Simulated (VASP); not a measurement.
Ge, 2 atoms in the cell. Symmetry: Fd-3m, No. 227, cubic system. The conventional cell has a = 5.845 Å, b = 5.845 Å, c = 5.845 Å, α = 90.00°, β = 90.00°, γ = 90.00°. Around Ge (site symmetry -43m) lie 4 Ge at 2.53 Å.  The cell isn't the ideal one: a relaxed cell with its volume scaled by 1.09.

| Item | Value |
| --- | --- |
| Program | VASP 6.6.1 |
| Task | single point |
| Functional | HSE06 |
| Potentials or basis | VASP PAW PBE potentials, release 64 (Ge_d) |
| Cutoff | 520 eV |
| k mesh | 6 × 6 × 6 |
| Occupations | gaussian, width 0.02 eV |
| Spin | no spin polarisation |
| Grid for exact exchange (PRECFOCK) | Fast |
| Screening parameter | 0.2 1/A |
| Further INCAR settings | ALGO = Normal; EDIFF = 1e-07 |

Potentials or basis: VASP PAW PBE potentials, release 64 (Ge_d).

Command:

```sh
$ cat potpaw_PBE.64/Ge_d/POTCAR > POTCAR
$ cp INCAR.step1 INCAR
$ mpirun -np 4 vasp_std > vasp.out
$ cp INCAR.step2 INCAR
$ mpirun -np 4 vasp_std > vasp.out
```

Hardware: 4 MPI ranks on Intel(R) Xeon(R) 6975P-C (Granite Rapids), with other jobs on the host.

**Question.** How long does it take, and how much memory?

**Answer.** It took 6.8 min on 4 MPI ranks on Intel(R) Xeon(R) 6975P-C (Granite Rapids), with other jobs on the host, peak memory 0.27 GiB a rank. Counts: scf iterations 14, k points 16.
